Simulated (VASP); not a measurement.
OSZICAR of a VASP run on CrO$_{2}$ (rutile):

**OSZICAR**
```
       N       E                     dE             d eps       ncg     rms          rms(c)
DAV:   1     0.611730534271E+03    0.61173E+03   -0.26529E+04  6000   0.178E+03
DAV:   2     0.855930748483E+01   -0.60317E+03   -0.56649E+03  6518   0.523E+02
DAV:   3    -0.643558613055E+02   -0.72915E+02   -0.71260E+02  7144   0.174E+02
DAV:   4    -0.663267454813E+02   -0.19709E+01   -0.18992E+01  7090   0.281E+01
DAV:   5    -0.663714181193E+02   -0.44673E-01   -0.44573E-01  7486   0.440E+00    0.406E+01
DAV:   6    -0.588698898416E+02    0.75015E+01   -0.16413E+02  6966   0.102E+02    0.405E+01
DAV:   7    -0.529617212368E+02    0.59082E+01   -0.11066E+02  7290   0.103E+02    0.184E+01
DAV:   8    -0.507583159592E+02    0.22034E+01   -0.75907E+00  6798   0.241E+01    0.715E+00
DAV:   9    -0.503352296677E+02    0.42309E+00   -0.21072E+00  7948   0.124E+01    0.239E+00
DAV:  10    -0.503556618697E+02   -0.20432E-01   -0.17506E-01  6654   0.358E+00    0.133E+00
DAV:  11    -0.503562326890E+02   -0.57082E-03   -0.32795E-02  7782   0.171E+00    0.572E-01
DAV:  12    -0.503558309686E+02    0.40172E-03   -0.37508E-03  7768   0.512E-01    0.280E-01
DAV:  13    -0.503554840276E+02    0.34694E-03   -0.14684E-03  7562   0.382E-01    0.978E-02
DAV:  14    -0.503554811204E+02    0.29072E-05   -0.20079E-04  7604   0.114E-01    0.504E-02
DAV:  15    -0.503554772846E+02    0.38358E-05   -0.46569E-05  7140   0.559E-02    0.296E-02
DAV:  16    -0.503554756260E+02    0.16585E-05   -0.12797E-05  7608   0.328E-02    0.102E-02
DAV:  17    -0.503554753338E+02    0.29224E-06   -0.20396E-06  7406   0.129E-02    0.314E-03
DAV:  18    -0.503554753999E+02   -0.66146E-07   -0.24043E-07  7786   0.423E-03    0.134E-03
DAV:  19    -0.503554754379E+02   -0.37910E-07   -0.79519E-08  6900   0.264E-03    0.904E-04
DAV:  20    -0.503554754274E+02    0.10456E-07   -0.85619E-09  3752   0.868E-04    0.495E-04
DAV:  21    -0.503554754333E+02   -0.59226E-08   -0.32215E-09  3468   0.419E-04
   1 F= -.50355475E+02 E0= -.50355586E+02  d E =-.503555E+02  mag=     4.0000
       N       E                     dE             d eps       ncg     rms          rms(c)
DAV:   1    -0.503554789829E+02   -0.35555E-05   -0.15578E-02  6086   0.751E-01    0.344E-02
DAV:   2    -0.503555095427E+02   -0.30560E-04   -0.32321E-04  7118   0.124E-01    0.229E-02
DAV:   3    -0.503555075495E+02    0.19932E-05   -0.46616E-06  8416   0.179E-02    0.144E-02
DAV:   4    -0.503555068954E+02    0.65414E-06   -0.38766E-06  7834   0.181E-02    0.104E-02
DAV:   5    -0.503555065059E+02    0.38945E-06   -0.25089E-06  8106   0.151E-02    0.360E-03
DAV:   6    -0.503555065034E+02    0.25093E-08   -0.33098E-07  7724   0.482E-03    0.189E-03
DAV:   7    -0.503555065042E+02   -0.84037E-09   -0.25513E-08  5686   0.122E-03
   2 F= -.50355507E+02 E0= -.50355621E+02  d E =-.310709E-04  mag=     4.0000
       N       E                     dE             d eps       ncg     rms          rms(c)
DAV:   1    -0.503555064824E+02    0.21016E-07   -0.16694E-04  6122   0.779E-02    0.354E-03
DAV:   2    -0.503555068130E+02   -0.33057E-06   -0.36389E-06  7086   0.131E-02    0.236E-03
DAV:   3    -0.503555067878E+02    0.25185E-07   -0.51399E-08  7114   0.198E-03    0.150E-03
DAV:   4    -0.503555067805E+02    0.73051E-08   -0.45091E-08  6566   0.204E-03
   3 F= -.50355507E+02 E0= -.50355622E+02  d E =-.276228E-06  mag=     4.0000
```

Task: Which electronic solver shows in the log?

Result: It is blocked Davidson (ALGO = Normal, or the opening steps of other solvers). The INCAR had ALGO = Normal.

Task: How was spin treated?

Result: Collinear spin (ISPIN = 2): the summary line carries one mag value, 4.00 μB in the cell.

Task: Can the final energy be trusted as converged?

Result: The run converged. It stopped with EDIFF = 1E-8, NELM = 100, NSW = 30 and EDIFFG = -0.001 after 3 ionic steps (PBE GGA, plane waves, VASP's PBE PAW potentials (set 64)).

The compound is CrO2 in the rutile structure. This run relaxes the ions in a fixed cell. Symmetry was kept, so distortions that lower it aren't found. The start is the result of an earlier pass.
